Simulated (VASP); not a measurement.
These are vdW-DF2, VASP's PBE PAW potentials (set 64) (plane waves; VASP 6.6.1) values and carry that method's errors.

VASP input:

**KPOINTS**
```
k-points along high-symmetry lines
10
Line-mode
Reciprocal
  0.000000   0.000000   0.000000 ! GAMMA
  0.000000   0.500000   0.000000 ! X

  0.000000   0.500000   0.000000 ! X
  0.500000   0.500000   0.000000 ! M

  0.500000   0.500000   0.000000 ! M
  0.000000   0.000000   0.000000 ! GAMMA

  0.000000   0.000000   0.000000 ! GAMMA
  0.000000   0.000000   0.500000 ! Z

  0.000000   0.000000   0.500000 ! Z
  0.000000   0.500000   0.500000 ! R

  0.000000   0.500000   0.500000 ! R
  0.500000   0.500000   0.500000 ! A

  0.500000   0.500000   0.500000 ! A
  0.000000   0.000000   0.500000 ! Z

  0.000000   0.500000   0.000000 ! X
  0.000000   0.500000   0.500000 ! R

  0.500000   0.500000   0.000000 ! M
  0.500000   0.500000   0.500000 ! A
```

### INCAR
```
! general
SYSTEM   = SnO
PREC     = Accurate
ENCUT    = 520   ! plane-wave cut-off (eV)
LREAL    = .FALSE.
LASPH    = .TRUE.
ICHARG   = 11

! electronic loop
EDIFF    = 1E-7
NELM     = 100
ALGO     = Normal   ! blocked Davidson
LMAXMIX  = 4   ! l cut-off of mixed one-centre charges

! smearing
ISMEAR   = 0   ! Gaussian
SIGMA    = 0.05

! functional
GGA      = ML
LUSE_VDW = .TRUE.
AGGAC    = 0.0
ZAB_VDW  = -1.8867

! output
LWAVE    = .FALSE.
LCHARG   = .FALSE.
LORBIT   = 11
```

### POSCAR
```
SnO
1
    3.9653506671     0.0000000000     0.0000000000
    0.0000000000     3.9653506671     0.0000000000
    0.0000000000     0.0000000000     5.4321221365
Sn O
2 2
Direct
  0.5000000000   0.0000000000   0.7834462270
  0.0000000000   0.5000000000   0.2165537730
  0.5000000000   0.5000000000   0.0000000000
  0.0000000000   0.0000000000   0.0000000000
```

POTCAR, in this order: Sn_d O (PBE.64 set). Program: vasp_std. Read from the step before: CHGCAR.

What VASP printed:

### OSZICAR
```
       N       E                     dE             d eps       ncg     rms          rms(c)
DAV:   1     0.393788002158E+03    0.39379E+03   -0.20549E+04  4400   0.238E+03
DAV:   2     0.433017365711E+02   -0.35049E+03   -0.34488E+03  4632   0.567E+02
DAV:   3    -0.102782452981E+02   -0.53580E+02   -0.52538E+02  5408   0.188E+02
DAV:   4    -0.124687021369E+02   -0.21905E+01   -0.21891E+01  4640   0.419E+01
DAV:   5    -0.125414901070E+02   -0.72788E-01   -0.72773E-01  6200   0.738E+00
DAV:   6    -0.125429680154E+02   -0.14779E-02   -0.14779E-02  5520   0.948E-01
DAV:   7    -0.125430120707E+02   -0.44055E-04   -0.44055E-04  6560   0.141E-01
DAV:   8    -0.125430126202E+02   -0.54943E-06   -0.54944E-06  5640   0.166E-02
DAV:   9    -0.125430126301E+02   -0.99435E-08   -0.99282E-08  4176   0.253E-03
   1 F= -.12543013E+02 E0= -.12543013E+02  d E =-.124041E-15
```

OUTCAR:
```
 val. band max:        4.5014075218   @ k =   0.0000   0.0556   0.0000

 cond. band min:       5.7294207578   @ k =   0.5000   0.5000   0.0000



 k-point     1 :       0.0000    0.0000    0.0000
  band No.  band energies     occupation
      1     -16.7665      2.00000
      2     -16.5201      2.00000
      3     -16.5106      2.00000
      4     -16.5106      2.00000
      5     -16.4946      2.00000
      6     -16.4784      2.00000
      7     -16.4646      2.00000
      8     -16.4522      2.00000
      9     -16.4444      2.00000
     10     -16.4444      2.00000
     11     -14.1149      2.00000
     12     -12.1796      2.00000
     13      -2.2800      2.00000
     14      -1.0266      2.00000
     15      -0.3518      2.00000
     16      -0.3518      2.00000
     17       2.0369      2.00000
     18       2.2572      2.00000
     19       2.2572      2.00000
     20       4.5006      2.00000
     21       6.4016      0.00000
     22       8.3392      0.00000
     23       9.6973      0.00000
     24       9.7014      0.00000

 k-point     2 :       0.0000    0.0556    0.0000
  band No.  band energies     occupation
      1     -16.7650      2.00000
      2     -16.5196      2.00000
      3     -16.5104      2.00000
      4     -16.5102      2.00000
      5     -16.4949      2.00000
      6     -16.4778      2.00000
      7     -16.4647      2.00000
      8     -16.4573      2.00000
      9     -16.4445      2.00000
     10     -16.4433      2.00000
     11     -14.0977      2.00000
     12     -12.1913      2.00000
     13      -2.2848      2.00000
     14      -1.0315      2.00000
     15      -0.3455      2.00000
     16      -0.3344      2.00000
     17       1.9875      2.00000
     18       2.2341      2.00000
     19       2.2429      2.00000
     20       4.5014      2.00000
     21       6.4901      0.00000
     22       8.3657      0.00000
     23       9.5162      0.00000
     24       9.7123      0.00000

...
```

The density is held fixed in this step, so its total energy and stress have no physical meaning. Unless said otherwise, spin-orbit coupling is left out, though it shifts the bands of the heavy elements here.

The compound is SnO in the litharge structure. It was relaxed first, which changed the volume by +22 %.
